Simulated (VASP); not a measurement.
Here is a VASP 6.6.1 calculation.

File INCAR:

```
ALGO     = Fast           # electronic algorithm
EDIFF    = 1E-4           # SCF threshold, eV
EDIFFG   = -0.08          # ionic threshold
ENCUT    = 520            # plane-wave cutoff, eV
GGA      = PE             # functional
IBRION   = 2              # ionic algorithm
ISIF     = 3              # what is computed and relaxed
ISMEAR   = 0              # smearing method
KPAR     = 4            
LASPH    = T              # aspherical terms in the spheres
LCHARG   = F              # write CHGCAR
LREAL    = F              # projectors in reciprocal space
LWAVE    = F              # write WAVECAR
NELM     = 60             # most SCF steps
NSW      = 24             # ionic steps
PREC     = Normal         # precision mode
SIGMA    = 0.15           # smearing width, eV
```

The input KPOINTS:

```
k-points
0
Gamma
  4 4 4
```

File POSCAR:

```
Be3CdSe4
1.0
   -2.6650000000      2.6650000000      5.3300000000
    2.6650000000     -2.6650000000      5.3300000000
    2.6650000000      2.6650000000     -5.3300000000
Be Cd Se
3 1 4
Direct
    0.5000000000      0.5000000000      0.0000000000
    0.7500000000      0.2500000000      0.5000000000
    0.2500000000      0.7500000000      0.5000000000
    0.0000000000      0.0000000000      0.0000000000
    0.4120000000      0.8620000000      0.0000000000
    0.8620000000      0.4120000000      0.0000000000
    0.1380000000      0.1380000000      0.5500000000
    0.5880000000      0.5880000000      0.4500000000
```

Potentials or basis: VASP PAW PBE potentials, release 64 (Be, Cd, Se).

The run is started by

```sh
$ cat potpaw_PBE.64/Be/POTCAR potpaw_PBE.64/Cd/POTCAR potpaw_PBE.64/Se/POTCAR > POTCAR
$ mpirun -np 4 vasp_std > vasp.out
```

(1) What does it give for the relaxed cell?

(2) What does it give for the space group after relaxing (to 0.05 Å)?

(3) What does it give for the band gap on the k mesh?

(4) Predict the relaxed volume.

Answers

(1) a = 6.638 Å, b = 6.638 Å, c = 6.638 Å, α = 131.57°, β = 131.57°, γ = 70.91°.

(2) I-42m (No. 121).

(3) 2.60 eV, direct.

(4) 20.04 Å³/atom.
